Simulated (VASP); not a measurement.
# Ba3Sc4 (R-3m) in VASP: reference runs

Reference runs on Ba3Sc4: the cell as given.

Everything below comes from runs of VASP 6.6.1. Logs are shortened: lines on timing, memory, paths and dates and some standing lists are left out, and cuts for length are marked.

**1. Starting point**

The structure is trigonal, space group R-3m (No. 166). Conventional cell: a = 5.937 Å, b = 5.937 Å, c = 24.848 Å, α = 90.00°, β = 90.00°, γ = 120.00°. Ba (site symmetry 3m) is surrounded by 10 Sc at 3.55 to 4.07 Å and 1 Ba at 3.74 Å. Around Ba (site symmetry -3m) lie 8 Sc at 3.68 to 3.82 Å and 6 Ba at 4.11 Å. Around Sc (site symmetry 3m) lie 1 Sc at 3.13 Å and 4 Ba at 3.55 to 3.60 Å. Around Sc (site symmetry 3m) lie 4 Sc at 3.13 to 3.49 Å.

The cell comes from a database or a generator and needn't be the stable form of this composition.

**2. Single point, PBE**

The input, INCAR:

```
PREC = Accurate ; ENCUT = 520
EDIFF = 1E-7 ; ISMEAR = -1
SIGMA = 0.05 ; LREAL = F
LASPH = T ; NELM = 60
ALGO = Normal ; ISIF = 2
LWAVE = F ; LCHARG = F
GGA = PE ; NBANDS = 46
```

The input, KPOINTS:

```
Automatic mesh
0
Gamma
  5 5 5
```

The input, POSCAR:

```
Ba3Sc4
1.0
    2.9687210891      1.7139919199      8.2828221321
   -2.9687210891      1.7139919199      8.2828221321
    0.0000000000     -3.4279838399      8.2828221321
Ba Sc
3 4
Direct
    0.5753150000      0.5753150000      0.5753150000
    0.4246850000      0.4246850000      0.4246850000
    0.0000000000      0.0000000000      0.0000000000
    0.7201840000      0.7201840000      0.7201840000
    0.2798160000      0.2798160000      0.2798160000
    0.8461870000      0.8461870000      0.8461870000
    0.1538130000      0.1538130000      0.1538130000
```

Potentials or basis: VASP PAW PBE potentials, release 64 (Ba_sv, Sc_sv).

Run with:

```
$ cat potpaw_PBE.64/Ba_sv/POTCAR potpaw_PBE.64/Sc_sv/POTCAR > POTCAR
$ mpirun -np 1 vasp_std > vasp.out
```

OUTCAR:

```text
PREC = Accurate
   ENCUT = 520
   EDIFF = 1E-7
   ISMEAR = -1
   LREAL = F
   LASPH = T
   NELM = 60
   ISIF = 2
   GGA = PE

 ion  position               nearest neighbor table
   1  0.575  0.575  0.575-   5 3.55   5 3.55   5 3.55   4 3.60   2 3.74   6 3.76   6 3.76   6 3.76
                             7 4.07   7 4.07   7 4.07   3 4.11   3 4.11   3 4.11
   2  0.425  0.425  0.425-   4 3.55   4 3.55   4 3.55   5 3.60   1 3.74   7 3.76   7 3.76   7 3.76
                             6 4.07   6 4.07   6 4.07   3 4.11   3 4.11   3 4.11
   3  0.000  0.000  0.000-   4 3.68   5 3.68   4 3.68   4 3.68   5 3.68   5 3.68   7 3.82   6 3.82
                             2 4.11   1 4.11   2 4.11   1 4.11   2 4.11   1 4.11
   4  0.720  0.720  0.720-   6 3.13   2 3.55   2 3.55   2 3.55   1 3.60   3 3.68   3 3.68   3 3.68

   5  0.280  0.280  0.280-   7 3.13   1 3.55   1 3.55   1 3.55   2 3.60   3 3.68   3 3.68   3 3.68

   6  0.846  0.846  0.846-   4 3.13   1 3.76   1 3.76   1 3.76   3 3.82   2 4.07   2 4.07   2 4.07

   7  0.154  0.154  0.154-   5 3.13   2 3.76   2 3.76   2 3.76   3 3.82   1 4.07   1 4.07   1 4.07

  LATTYP: Found a trigonal (rhomboedric) cell.
 ALAT       =     8.9641628543
 COS(alpha) =     0.7806441025

  Lattice vectors:

 A1 = (   2.9687210891,   1.7139919199,   8.2828221321)
 A2 = (  -2.9687210891,   1.7139919199,   8.2828221321)
 A3 = (   0.0000000000,  -3.4279838399,   8.2828221321)

Analysis of symmetry for initial positions (statically):
=====================================================================
 Subroutine PRICEL returns:
 Original cell was already a primitive cell.

 Routine SETGRP: Setting up the symmetry group for a
 trigonal (rhombohedral) supercell.

 Subroutine GETGRP returns: Found 12 space group operations
 (whereof 12 operations were pure point group operations)
 out of a pool of 12 trial point group operations.

The static configuration has the point symmetry D_3d.

Analysis of symmetry for dynamics (positions and initial velocities):
=====================================================================
 Subroutine PRICEL returns:
 Original cell was already a primitive cell.

 Routine SETGRP: Setting up the symmetry group for a
 trigonal (rhombohedral) supercell.

 Subroutine GETGRP returns: Found 12 space group operations
 (whereof 12 operations were pure point group operations)
 out of a pool of 12 trial point group operations.

The dynamic configuration has the point symmetry D_3d.

 Subroutine INISYM returns: Found 12 space group operations
 (whereof 12 operations are pure point group operations),
 and found     1 'primitive' translations

----------------------------------------------------------------------------------------

                                     Primitive cell

  volume of cell :     252.8761

  direct lattice vectors                    reciprocal lattice vectors
     2.968721089  1.713991920  8.282822132     0.168422693  0.097238887  0.040243932
    -2.968721089  1.713991920  8.282822132    -0.168422693  0.097238887  0.040243932
     0.000000000 -3.427983840  8.282822132     0.000000000 -0.194477774  0.040243932

  length of vectors
     8.964162854  8.964162854  8.964162854     0.198598033  0.198598033  0.198598033

  position of ions in fractional coordinates (direct lattice)
     0.575315000  0.575315000  0.575315000
     0.424685000  0.424685000  0.424685000
     0.000000000  0.000000000  0.000000000
     0.720184000  0.720184000  0.720184000
     0.279816000  0.279816000  0.279816000
     0.846187000  0.846187000  0.846187000
     0.153813000  0.153813000  0.153813000

  ion indices of the primitive-cell ions
   primitive index   ion index
                 1           1
                 2           2
                 3           3
                 4           4
                 5           5
                 6           6
                 7           7

----------------------------------------------------------------------------------------

 KPOINTS: Automatic mesh

Automatic generation of k-mesh.
 Grid dimensions read from file:
 generate k-points for:    5    5    5

 Generating k-lattice:

  Cartesian coordinates                     Fractional coordinates (reciprocal lattice)
     0.033684539  0.019447777  0.008048786     0.200000000  0.000000000  0.000000000
    -0.033684539  0.019447777  0.008048786     0.000000000  0.200000000  0.000000000
     0.000000000 -0.038895555  0.008048786    -0.000000000 -0.000000000  0.200000000

  Length of vectors
     0.039719607  0.039719607  0.039719607

  Shift w.r.t. Gamma in fractional coordinates (k-lattice)
     0.000000000  0.000000000  0.000000000

 Subroutine IBZKPT returns following result:
 ===========================================

 Found     19 irreducible k-points:

 Following reciprocal coordinates:
            Coordinates               Weight
  0.000000  0.000000  0.000000      1.000000
  0.200000  0.000000 -0.000000      6.000000
  0.400000  0.000000  0.000000      6.000000
  0.200000  0.200000 -0.000000      6.000000
  0.400000  0.200000  0.000000     12.000000
 -0.400000  0.200000 -0.000000     12.000000
[... 11 lines left out ...]
  0.400000  0.400000  0.400000      2.000000
 -0.400000  0.400000  0.400000      6.000000
   k-points           NKPTS =     19   k-points in BZ     NKDIM =     19   number of bands    NBANDS=     46
   number of dos      NEDOS =    301   number of ions     NIONS =      7
   total plane-waves  NPLWV = 343000
   dimension x,y,z NGX =    70 NGY =   70 NGZ =   70
   dimension x,y,z NGXF=   140 NGYF=  140 NGZF=  140
   ions per type =               3   4
   NGX,Y,Z   is equivalent  to a cutoff of  12.98, 12.98, 12.98 a.u.
   NGXF,Y,Z  is equivalent  to a cutoff of  25.96, 25.96, 25.96 a.u.
 SYSTEM =  unknown system
   PREC   = accura    normal or accurate (medium, high low for compatibility)
   ISTART =      0    job   : 0-new  1-cont  2-samecut
   ICHARG =      2    charge: 1-file 2-atom 10-const
   ISPIN  =      1    spin polarized calculation?
   LNONCOLLINEAR =      F non collinear calculations
   LSORBIT =      F    spin-orbit coupling
   LASPH  =      T    aspherical Exc in radial PAW
   ENCUT  =  520.0 eV  38.22 Ry    6.18 a.u.  16.67 16.67 16.67*2*pi/ulx,y,z
   NELM   =     60;   NELMIN=  2; NELMDL= -5     # of ELM steps
   EDIFF  = 0.1E-06   stopping-criterion for ELM
   LREAL  =      F    real-space projection
   EDIFFG = 0.1E-05   stopping-criterion for IOM
   NSW    =      0    number of steps for IOM
   IBRION =     -1    ionic relax: 0-MD 1-quasi-New 2-CG
   NFREE  =      0    steps in history (QN), initial steepest desc. (CG)
   ISIF   =      2    stress and relaxation
   ISYM   =      2    0-nonsym 1-usesym 2-fastsym
   POTIM  = 0.5000    time-step for ionic-motion
   TEBEG  =    0.0;   TEEND  =   0.0 temperature during run
   PSTRESS=    0.0 pullay stress
   NELECT =      74.0000    total number of electrons
   NUPDOWN=      -1.0000    fix difference up-down
   EMIN   =  10.00;   EMAX   =-10.00  energy-range for DOS
   EFERMI =   0.00;   METHOD = LEGACY
   ISMEAR =    -1;   SIGMA  =   0.05  broadening in eV -4-tet -1-fermi 0-gaus
   EFERMI_NEDOS =   21; number of points for ismear=-14 and -15
   IALGO  =     38    algorithm
   IMIX   =      4    mixing-type and parameters
     AMIX     =   0.40;   BMIX     =  1.00
     AMIX_MAG =   1.60;   BMIX_MAG =  1.00
  volume/ion in A,a.u.               =      36.13       243.78
  Fermi-wavevector in a.u.,A,eV,Ry     =   1.086883  2.053911 16.072763  1.181315
  Thomas-Fermi vector in A             =   2.223030
   LORBIT       =      0    0 simple, 1 ext, 2 COOP (PROOUT), +10 PAW based schemes
   GGA     = PE    functional components
[... 5 lines left out ...]
 non-spin polarized calculation
  energy-cutoff  :      520.00
  volume of cell :      252.88
 maximum number of plane-waves:      6821
 NGX is ok and might be reduce to    70
   NGX = 33   NGY = 33   NGZ = 33

 number of electron      73.9999997 magnetization

 Free energy of the ion-electron system (eV)
  ---------------------------------------------------
  ext. energy  EPLUGINS =         0.00000000
  ---------------------------------------------------
  free energy    TOTEN  =       -27.84899552 eV

  energy without entropy =      -27.76415089  energy(sigma->0) =      -27.80657320

 E-fermi :   2.7773     XC(G=0):  -8.8587

 val. band max:        2.7724027585   @ k =  -0.2000   0.4000   0.2000
 cond. band min:       2.7870989183   @ k =  -0.4000   0.4000   0.2000
 fundamental gap:      0.0146961597
 Fermi energy:         2.7773045553

 k-point     1 :       0.0000    0.0000    0.0000
  band No.  band energies     occupation
      1     -47.4655      2.00000
      2     -47.4637      2.00000
      3     -47.4397      2.00000
      4     -47.4289      2.00000
      5     -26.1131      2.00000
      6     -26.1114      2.00000
[... 38 lines left out ...]
     45       3.6198      0.00000
     46       3.6198      0.00000

 k-point     2 :       0.2000    0.0000   -0.0000
  band No.  band energies     occupation
      1     -47.4653      2.00000
      2     -47.4638      2.00000
      3     -47.4389      2.00000
      4     -47.4299      2.00000
      5     -26.1146      2.00000
      6     -26.1111      2.00000
[... 38 lines left out ...]
     45       3.5860      0.00000
     46       3.6548      0.00000

 k-point     3 :       0.4000    0.0000    0.0000
  band No.  band energies     occupation
      1     -47.4648      2.00000
      2     -47.4642      2.00000
      3     -47.4368      2.00000
      4     -47.4320      2.00000
      5     -26.1169      2.00000
      6     -26.1135      2.00000
[... 773 lines left out ...]
     45       3.6731      0.00000
     46       3.6731      0.00000

 k-point    19 :      -0.4000    0.4000    0.4000
  band No.  band energies     occupation
      1     -47.4649      2.00000
      2     -47.4642      2.00000
      3     -47.4388      2.00000
      4     -47.4299      2.00000
      5     -26.1126      2.00000
      6     -26.1119      2.00000
[... 38 lines left out ...]
     45       3.6824      0.00000
     46       3.7563      0.00000

------------------------ aborting loop because EDIFF is reached ----------------------------------------

  FORCE on cell =-STRESS in cart. coord.  units (eV):
  Direction    XX          YY          ZZ          XY          YZ          ZX
  --------------------------------------------------------------------------------------
  -------------------------------------------------------------------------------------
  Total        0.2102727      0.2102727      0.0202242      0.0000000     -0.0000000      0.0000000
  in kB        1.3322500      1.3322500      0.1281372      0.0000000     -0.0000000      0.0000000
  external PRESSURE =       0.9308791 kB  Pullay stress =       0.0000000 kB

 VOLUME and BASIS-vectors are now :
 -----------------------------------------------------------------------------
  energy-cutoff  :      520.00
  volume of cell :      252.88
      direct lattice vectors                 reciprocal lattice vectors
     2.968721089  1.713991920  8.282822132     0.168422693  0.097238887  0.040243932
    -2.968721089  1.713991920  8.282822132    -0.168422693  0.097238887  0.040243932
     0.000000000 -3.427983840  8.282822132     0.000000000 -0.194477774  0.040243932

 POSITION                                       TOTAL-FORCE (eV/Angst)
 -----------------------------------------------------------------------------------
      0.00000     -0.00000     14.29570        -0.000000      0.000000     -0.002500
      0.00000     -0.00000     10.55277        -0.000000     -0.000000      0.002500
      0.00000      0.00000      0.00000         0.000000     -0.000000      0.000000
      0.00000     -0.00000     17.89547        -0.000000     -0.000000      0.097931
      0.00000     -0.00000      6.95300        -0.000000      0.000000     -0.097931
      0.00000     -0.00000     21.02645        -0.000000     -0.000000      0.101640
      0.00000     -0.00000      3.82202        -0.000000      0.000000     -0.101640
 -----------------------------------------------------------------------------------
    total drift:                               -0.000000     -0.000000      0.000000

  FREE ENERGIE OF THE ION-ELECTRON SYSTEM (eV)
  ---------------------------------------------------
  free  energy   TOTEN  =       -27.8489955195 eV

  energy  without entropy=      -27.7641508860  energy(sigma->0) =      -27.80657320
```

It took 11 min on 1 thread of AMD EPYC 9R45 (Zen 5), shared host; peak memory 0.73 GiB.

What came out:

```yaml
Free_energy: -27.8490 eV
Pressure: 0.1 GPa
Largest_force: 0.102 eV/Å
Band_gap_on_the_k_mesh: none (metal or under the smearing width)
```

Forces in eV/Å, atoms in the order of the input:
```
Ba   0.000  0.000 -0.003
Ba   0.000  0.000  0.003
Ba   0.000  0.000  0.000
Sc   0.000  0.000  0.098
Sc   0.000  0.000 -0.098
Sc   0.000  0.000  0.102
Sc   0.000  0.000 -0.102
```

Levels at points of the mesh, in eV from the Fermi level:
| k point | band 33 | band 34 | band 35 | band 36 | band 37 | band 38 | band 39 | band 40 | band 41 | band 42 |
| --- | --- | --- | --- | --- | --- | --- | --- | --- | --- | --- |
| (0.00, 0.00, 0.00) | -0.67 | -0.52 | -0.52 | -0.36 | -0.36 | -0.19 | 0.12 | 0.18 | 0.18 | 0.59 |

The run has no spin-orbit coupling, so splittings on Ba are missing.
